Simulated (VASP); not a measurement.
# SiH10C3O6: single point with PBEsol

The system is SiH10C3O6.

```
Si H O C
1.0
     7.96758    0.00000    0.00000
     0.00000    7.96758    0.00000
     0.00000    0.00000    7.96758
Si H O C
2 20 12 6
Direct
  0.32607 0.99723 0.34138
  0.63709 0.15687 0.95551
  0.41271 0.14830 0.43381
  0.22067 0.89668 0.46522
  0.22592 0.03113 0.17827
  0.47795 0.89815 0.29373
  0.76233 0.27594 0.02219
  0.50999 0.08994 0.08953
  0.54733 0.25227 0.82023
  0.72819 0.00646 0.91428
  0.92783 0.57792 0.79990
  0.23543 0.72052 0.68784
  0.13817 0.98606 0.76682
  0.28393 0.29525 0.91215
  0.70719 0.83841 0.30635
  0.00412 0.95402 0.15340
  0.42384 0.64460 0.87818
  0.72174 0.72466 0.67303
  0.75104 0.12899 0.37499
  0.92310 0.44392 0.41079
  0.63038 0.58060 0.07746
  0.35975 0.55362 0.29556
  0.04213 0.55728 0.74848
  0.01583 0.82974 0.75551
  0.22820 0.07720 0.78866
  0.03964 0.21918 0.95680
  0.78531 0.92948 0.28159
  0.96288 0.70621 0.25449
  0.49035 0.69612 0.77307
  0.73538 0.62099 0.90870
  0.75037 0.24454 0.42643
  0.03611 0.21683 0.39819
  0.58241 0.57600 0.19725
  0.34457 0.59147 0.04292
  0.10953 0.70424 0.73010
  0.17680 0.20508 0.88569
  0.93109 0.84993 0.22598
  0.65867 0.68934 0.79029
  0.91034 0.30076 0.41456
  0.42143 0.57455 0.17792
```

The cell was built by a generator and needn't be a form met in nature.

```json
{
 "Program": "VASP 6.6.1",
 "Task": "single point",
 "Functional": "PBEsol",
 "Potentials or basis": "VASP PAW PBE potentials, release 64 (Si, H, O, C)",
 "Cutoff": "520 eV",
 "k mesh": "1 × 1 × 1",
 "Occupations": "fermi-dirac, width 0.02 eV",
 "Spin": "no spin polarisation"
}
```

```yaml
Pressure: -0.9 GPa
Largest_force: 4.014 eV/Å
Band_gap_on_the_k_mesh: 3.24 eV, direct
```

Forces on the atoms (eV/Å):
```
Si  -0.031  0.919  0.346
Si  -0.958  0.452  0.993
H   -0.725 -0.642 -0.637
H    0.274  0.231 -0.374
H    0.584 -0.046  0.818
H   -0.086 -0.409 -0.041
H   -0.051  0.146  0.382
H    0.497  0.657 -0.635
H   -0.040 -0.342 -0.104
H    0.446 -0.799 -0.722
H    0.116 -0.230  0.302
H    1.286 -0.413 -0.387
H   -0.257  0.417  0.326
H   -0.514 -0.332 -0.439
H   -0.625 -0.282  0.425
H   -0.340 -1.272  0.663
H    0.820  0.294  0.040
H    0.236  0.524  0.019
H    0.025  0.123  0.463
H   -0.606 -0.921  0.350
H    0.779  0.205  0.205
H   -0.953 -0.109  0.901
O    0.542 -1.027 -0.053
O    1.606 -0.250 -0.247
O   -0.173  0.669  0.198
O    1.019 -0.190 -0.781
O    0.710 -0.488 -0.605
O    0.213 -0.648 -0.026
O    1.400 -0.020  0.726
O   -0.348  0.602 -0.733
O    0.770  0.002 -0.561
O    0.143 -0.760 -0.008
O    0.823 -0.076 -0.701
O    0.245 -0.083  0.229
C   -3.515  1.859  0.549
C   -0.235 -0.572  0.763
C   -0.131  2.678 -0.474
C   -2.050 -1.514 -0.035
C   -0.150  1.517 -0.226
C   -0.751  0.129 -0.907
```

Stress tensor (GPa, compression positive):
```
-0.79 -0.39 -0.37
-0.39 -0.55  0.18
-0.37  0.18 -1.36
```

Levels at points of the mesh, in eV from the valence-band top:
```tsv
k point	band 58	band 59	band 60	band 61	band 62	band 63	band 64	band 65	band 66	band 67
(0.00, 0.00, 0.00)	-1.26	-1.13	-1.08	-0.30	0.00	3.24	3.75	3.92	4.17	4.81
```

It took 51 s on 1 thread of Intel(R) Xeon(R) 6975P-C (Granite Rapids) (shared host), peak memory 0.48 GiB.

Caveat: the standard files for N, O and F lose accuracy on very short bonds; the PAW data sets were made with another functional, which shifts forces and pressure a little. As with any semilocal functional, this PBEsol gap is likely too small.
